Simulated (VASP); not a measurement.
# TiN (Fm-3m) in VASP: band structure with PBE

Aim: the band structure of TiN with PBE.

Everything below comes from runs of VASP 6.6.1. Logs are shortened: lines on timing, memory, paths and dates and some standing lists are left out, and cuts for length are marked.

### 1 The structure

Symmetry: Fm-3m, No. 225, cubic system. Conventional cell: a = 4.249 Å, b = 4.249 Å, c = 4.249 Å, α = 90.00°, β = 90.00°, γ = 90.00°. Ti (site symmetry m-3m) is surrounded by 6 N at 2.12 Å. N (site symmetry m-3m) is surrounded by 6 Ti at 2.12 Å.

### 2 Band structure, PBE, collinear spin, ferromagnetic start

The input, POSCAR:

```
TiN                                     
1.0
    0.0000000000      2.1245656972      2.1245656972
    2.1245656972      0.0000000000      2.1245656972
    2.1245656972      2.1245656972      0.0000000000
  Ti              N             
     1     1
Direct
     0.0000000000000000    0.0000000000000000    0.0000000000000000
     0.5000000000000000    0.5000000000000000    0.5000000000000000
```

The input, INCAR.step1:

```
PREC = Accurate
ENCUT = 520
EDIFF = 1E-7
ISMEAR = 0
SIGMA = 0.02
LREAL = False
LASPH = True
NELM = 120
ALGO = Normal
ISIF = 2
LWAVE = False
LCHARG = True
ISPIN = 2
MAGMOM = 1 0
LORBIT = 11
LMAXMIX = 4
GGA = PE
```

The input, KPOINTS.step1:

```
Automatic mesh
0
Gamma
  12 12 12
```

The input, INCAR.step2:

```
PREC = Accurate
ENCUT = 520
EDIFF = 1E-7
ISMEAR = 0
SIGMA = 0.05
LREAL = False
LASPH = True
NELM = 120
ALGO = Normal
ISIF = 2
LWAVE = False
LCHARG = False
ISPIN = 2
MAGMOM = 1 0
LORBIT = 11
LMAXMIX = 4
GGA = PE
ICHARG = 11
```

The input, KPOINTS.step2:

```
path GXWKGLUWLK,UX
15
line-mode
reciprocal
 0.0000000000  0.0000000000  0.0000000000  G
 0.5000000000  0.0000000000  0.5000000000  X

 0.5000000000  0.0000000000  0.5000000000  X
 0.5000000000  0.2500000000  0.7500000000  W

 0.5000000000  0.2500000000  0.7500000000  W
 0.3750000000  0.3750000000  0.7500000000  K

 0.3750000000  0.3750000000  0.7500000000  K
 0.0000000000  0.0000000000  0.0000000000  G

 0.0000000000  0.0000000000  0.0000000000  G
 0.5000000000  0.5000000000  0.5000000000  L

 0.5000000000  0.5000000000  0.5000000000  L
 0.6250000000  0.2500000000  0.6250000000  U

 0.6250000000  0.2500000000  0.6250000000  U
 0.5000000000  0.2500000000  0.7500000000  W

 0.5000000000  0.2500000000  0.7500000000  W
 0.5000000000  0.5000000000  0.5000000000  L

 0.5000000000  0.5000000000  0.5000000000  L
 0.3750000000  0.3750000000  0.7500000000  K

 0.6250000000  0.2500000000  0.6250000000  U
 0.5000000000  0.0000000000  0.5000000000  X
```

Potentials or basis: VASP PAW PBE potentials, release 64 (Ti_sv, N).

On the command line:

```console
$ cat potpaw_PBE.64/Ti_sv/POTCAR potpaw_PBE.64/N/POTCAR > POTCAR
$ cp INCAR.step1 INCAR
$ cp KPOINTS.step1 KPOINTS
$ mpirun -np 1 vasp_std > vasp.out
$ cp INCAR.step2 INCAR
$ cp KPOINTS.step2 KPOINTS
$ mpirun -np 1 vasp_std > vasp.out
```

OUTCAR:

```text
PREC = Accurate
   ENCUT = 520
   EDIFF = 1E-7
   ISMEAR = 0
   LREAL = False
   LASPH = True
   NELM = 120
   ISIF = 2
   ISPIN = 2
   LORBIT = 11
   GGA = PE
   ICHARG = 11

 ion  position               nearest neighbor table
   1  0.000  0.000  0.000-   2 2.12   2 2.12   2 2.12   2 2.12   2 2.12   2 2.12
   2  0.500  0.500  0.500-   1 2.12   1 2.12   1 2.12   1 2.12   1 2.12   1 2.12

  LATTYP: Found a face centered cubic cell.
 ALAT       =     4.2491313944

  Lattice vectors:

 A1 = (   0.0000000000,   2.1245656972,   2.1245656972)
 A2 = (   2.1245656972,   0.0000000000,   2.1245656972)
 A3 = (   2.1245656972,   2.1245656972,   0.0000000000)

Analysis of symmetry for initial positions (statically):
=====================================================================
 Subroutine PRICEL returns:
 Original cell was already a primitive cell.

 Routine SETGRP: Setting up the symmetry group for a
 face centered cubic supercell.

 Subroutine GETGRP returns: Found 48 space group operations
 (whereof 48 operations were pure point group operations)
 out of a pool of 48 trial point group operations.

The static configuration has the point symmetry O_h .

Analysis of symmetry for dynamics (positions and initial velocities):
=====================================================================
 Subroutine PRICEL returns:
 Original cell was already a primitive cell.

 Routine SETGRP: Setting up the symmetry group for a
 face centered cubic supercell.

 Subroutine GETGRP returns: Found 48 space group operations
 (whereof 48 operations were pure point group operations)
 out of a pool of 48 trial point group operations.

The dynamic configuration has the point symmetry O_h .

Analysis of structural, dynamic, and magnetic symmetry:
=====================================================================
 Subroutine PRICEL returns:
 Original cell was already a primitive cell.

 Routine SETGRP: Setting up the symmetry group for a
 face centered cubic supercell.

 Subroutine GETGRP returns: Found 48 space group operations
 (whereof 48 operations were pure point group operations)
 out of a pool of 48 trial point group operations.

The overall configuration has the point symmetry O_h .

 Subroutine INISYM returns: Found 48 space group operations
 (whereof 48 operations are pure point group operations),
 and found     1 'primitive' translations

----------------------------------------------------------------------------------------

                                     Primitive cell

  volume of cell :      19.1796

  direct lattice vectors                    reciprocal lattice vectors
     0.000000000  2.124565697  2.124565697    -0.235342216  0.235342216  0.235342216
     2.124565697  0.000000000  2.124565697     0.235342216 -0.235342216  0.235342216
[... 132 lines left out ...]
 fundamental gap:      0.0342641969
 Fermi energy:        11.0723630246

 spin component 1

 k-point     1 :       0.0000    0.0000    0.0000
  band No.  band energies     occupation
      1     -46.5075      1.00000
      2     -22.4904      1.00000
      3     -22.4904      1.00000
      4     -22.4904      1.00000
      5      -5.6918      1.00000
      6       9.3414      1.00000
      7       9.3414      1.00000
      8       9.3414      1.00000
      9      10.7638      1.00000
     10      10.7638      1.00000
     11      10.7638      1.00000
     12      11.9453      0.00000
     13      11.9453      0.00000
[... 356 lines left out ...]
      2     -22.9528      1.00000
      3     -22.7524      1.00000
      4     -22.7038      1.00000
      5      -4.0151      1.00000
      6       5.6339      1.00000
      7       6.5896      1.00000
      8       6.7470      1.00000
      9      10.5826      1.00000
     10      13.3622      0.00000
     11      13.7345      0.00000
     12      14.0716      0.00000
     13      15.0716      0.00000

 [... further k-points ...]

 spin component 2

 k-point     1 :       0.0000    0.0000    0.0000
  band No.  band energies     occupation
      1     -46.5072      1.00000
      2     -22.4901      1.00000
      3     -22.4901      1.00000
      4     -22.4901      1.00000
      5      -5.6917      1.00000
      6       9.3414      1.00000
      7       9.3414      1.00000
      8       9.3414      1.00000
      9      10.7642      1.00000
     10      10.7642      1.00000
     11      10.7642      1.00000
     12      11.9455      0.00000
     13      11.9455      0.00000
[... 356 lines left out ...]
      2     -22.9525      1.00000
      3     -22.7521      1.00000
      4     -22.7035      1.00000
      5      -4.0151      1.00000
      6       5.6340      1.00000
      7       6.5898      1.00000
      8       6.7471      1.00000
      9      10.5828      1.00000
     10      13.3626      0.00000
     11      13.7349      0.00000
     12      14.0717      0.00000
     13      15.0717      0.00000

 [... further k-points ...]

------------------------ aborting loop because EDIFF is reached ----------------------------------------

  FORCE on cell =-STRESS in cart. coord.  units (eV):
  Direction    XX          YY          ZZ          XY          YZ          ZX
  --------------------------------------------------------------------------------------
  -------------------------------------------------------------------------------------
  Total        1.5264292      1.5264292      1.5264292     -0.0000000      0.0000000      0.0000000
  in kB      127.5107385    127.5107385    127.5107385     -0.0000000      0.0000000      0.0000000
  external PRESSURE =     127.5107385 kB  Pullay stress =       0.0000000 kB

 VOLUME and BASIS-vectors are now :
 -----------------------------------------------------------------------------
  energy-cutoff  :      520.00
  volume of cell :       19.18
      direct lattice vectors                 reciprocal lattice vectors
     0.000000000  2.124565697  2.124565697    -0.235342216  0.235342216  0.235342216
     2.124565697  0.000000000  2.124565697     0.235342216 -0.235342216  0.235342216
     2.124565697  2.124565697  0.000000000     0.235342216  0.235342216 -0.235342216

 POSITION                                       TOTAL-FORCE (eV/Angst)
 -----------------------------------------------------------------------------------
      0.00000      0.00000      0.00000         0.000000      0.000000      0.000000
      2.12457      2.12457      2.12457        -0.000000     -0.000000     -0.000000
 -----------------------------------------------------------------------------------
    total drift:                                0.000000     -0.000000     -0.000000

  FREE ENERGIE OF THE ION-ELECTRON SYSTEM (eV)
  ---------------------------------------------------
  free  energy   TOTEN  =       -18.9083888133 eV

  energy  without entropy=      -18.9070467121  energy(sigma->0) =      -18.90771776

 total charge

# of ion       s       p       d       tot
------------------------------------------
    1        2.151   6.286   1.803  10.240
    2        1.239   2.603   0.000   3.842
--------------------------------------------------
tot          3.390   8.889   1.803  14.082

 magnetization (x)

# of ion       s       p       d       tot
------------------------------------------
    1        0.000   0.000   0.000   0.000
    2       -0.000  -0.000   0.000  -0.000
--------------------------------------------------
tot         -0.000  -0.000   0.000   0.000
```

It took 29 s on 1 thread of Intel Xeon 6975P-C (Granite Rapids), shared host; peak memory 0.19 GiB.

What came out:

| Quantity | Value |
| --- | --- |
| Band gap along the path | none (metal or under the smearing width) |
| Net moment | 0.00 μB per cell |

Caveat: the log is that of the step along the path at fixed density, whose energy, stress, charges and moments have no meaning.
